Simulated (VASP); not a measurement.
Calculation: LDA (Ceperley-Alder, Perdew-Zunger), VASP's LDA PAW potentials (set 64) (plane waves; VASP).

The input files of a VASP run:

File POSCAR:
```
Ba2CuBrO2
9.867220
  0.2201516739   0.1271045948   1.0000000000
 -0.2201516739   0.1271045948   1.0000000000
  0.0000000000  -0.2542092910   1.0000000000
Ba Cu Br O
2 1 1 2
Cartesian
 -0.0000000000  -0.0000000255   0.7546470000
  0.0000000000  -0.0000000759   2.2453530000
  0.0000000000  -0.0000000507   1.5000000000
  0.0000000000   0.0000000000   0.0000000000
  0.0000000000  -0.0000000569   1.6835460000
 -0.0000000000  -0.0000000445   1.3164540000
```

### INCAR
```
! general
SYSTEM  = Ba2CuBrO2
PREC    = Accurate
ENCUT   = 400   ! plane-wave cut-off (eV)
LREAL   = .False.
LASPH   = .True.   ! aspherical one-centre terms

! electronic loop
EDIFF   = 1E-6
NELM    = 100
ALGO    = Normal   ! blocked Davidson
LMAXMIX = 4

! smearing
ISMEAR  = 0
SIGMA   = 0.01

! ions
ISIF    = 2

! output
LWAVE   = .False.
LCHARG  = .False.
```

### KPOINTS
```
Automatic mesh
0
Gamma
5 5 5
0 0 0
```

POTCAR, in this order: Ba_sv Cu Br O (LDA.64 set). Program: vasp_std.

The run wrote:

### OSZICAR
```
       N       E                     dE             d eps       ncg     rms          rms(c)
DAV:   1     0.450616436000E+03    0.45062E+03   -0.18932E+04  1140   0.131E+03
DAV:   2     0.211174791740E+02   -0.42950E+03   -0.40824E+03  1396   0.340E+02
DAV:   3    -0.386039837711E+02   -0.59721E+02   -0.57851E+02  1658   0.137E+02
DAV:   4    -0.421578671812E+02   -0.35539E+01   -0.35415E+01  1710   0.293E+01
DAV:   5    -0.422897239601E+02   -0.13186E+00   -0.13178E+00  1694   0.571E+00    0.178E+01
DAV:   6    -0.380079944816E+02    0.42817E+01   -0.78382E+01  1488   0.102E+02    0.126E+01
DAV:   7    -0.349941328718E+02    0.30139E+01   -0.18486E+01  1848   0.706E+01    0.494E+00
DAV:   8    -0.350098841170E+02   -0.15751E-01   -0.25894E+00  1430   0.737E+00    0.217E+00
DAV:   9    -0.349248340556E+02    0.85050E-01   -0.38538E-01  1680   0.685E+00    0.113E+00
DAV:  10    -0.349120870609E+02    0.12747E-01   -0.17800E-01  1712   0.846E+00    0.411E-01
DAV:  11    -0.349095585864E+02    0.25285E-02   -0.25944E-02  1902   0.322E+00    0.108E-01
DAV:  12    -0.349096875153E+02   -0.12893E-03   -0.27574E-03  1674   0.338E-01    0.848E-02
DAV:  13    -0.349096299688E+02    0.57547E-04   -0.77399E-04  1676   0.303E-01    0.255E-02
DAV:  14    -0.349096189932E+02    0.10976E-04   -0.12363E-04  1812   0.189E-01    0.105E-02
DAV:  15    -0.349096181427E+02    0.85046E-06   -0.14421E-05  1656   0.264E-02    0.768E-03
DAV:  16    -0.349096168798E+02    0.12629E-05   -0.74096E-06  1616   0.588E-02    0.212E-03
DAV:  17    -0.349096168486E+02    0.31241E-07   -0.88832E-07   876   0.111E-02
   1 F= -.34909617E+02 E0= -.34909617E+02  d E =-.756323E-12
```

File OUTCAR:
```
------------------------ aborting loop because EDIFF is reached ----------------------------------------
  FORCE on cell =-STRESS in cart. coord.  units (eV):
  Direction    XX          YY          ZZ          XY          YZ          ZX
  --------------------------------------------------------------------------------------
  Total       -4.5571082     -4.5571083     -6.1933824      0.0000000      0.0000002      0.0000000
  in kB      -45.2669135    -45.2669138    -61.5204408      0.0000000      0.0000021      0.0000000
  external PRESSURE =     -50.6847560 kB  Pullay stress =       0.0000000 kB
  volume of cell :      161.29
      direct lattice vectors                 reciprocal lattice vectors
     2.172285000  1.254169000  9.867220000     0.230172376  0.132890083  0.033781894
    -2.172285000  1.254169000  9.867220000    -0.230172376  0.132890083  0.033781894
     0.000000000 -2.508339000  9.867220000     0.000000000 -0.265780166  0.033781880
 POSITION                                       TOTAL-FORCE (eV/Angst)
 -----------------------------------------------------------------------------------
      0.00000     -0.00000      7.44627        -0.000000      0.000000     -0.056866
      0.00000     -0.00000     22.15539        -0.000000     -0.000000      0.056866
      0.00000     -0.00000     14.80083         0.000000     -0.000000      0.000000
      0.00000      0.00000      0.00000        -0.000000     -0.000000      0.000000
      0.00000     -0.00000     16.61192        -0.000000      0.000000     -0.504194
      0.00000     -0.00000     12.98974        -0.000000     -0.000000      0.504194
 -----------------------------------------------------------------------------------
    total drift:                                0.000000     -0.000000      0.000000
  FREE ENERGIE OF THE ION-ELECTRON SYSTEM (eV)
  ---------------------------------------------------
  free  energy   TOTEN  =       -34.9096168486 eV

  energy  without entropy=      -34.9096168486  energy(sigma->0) =      -34.90961685
```
(Selected blocks of OUTCAR.)

At this cut-off the stress carries a Pulay error, which pulls relaxed volumes low.

The structure comes from a computed database's Ba2CuBrO2 entry; how it stands against other phases isn't given here. The cell was not relaxed at this level.
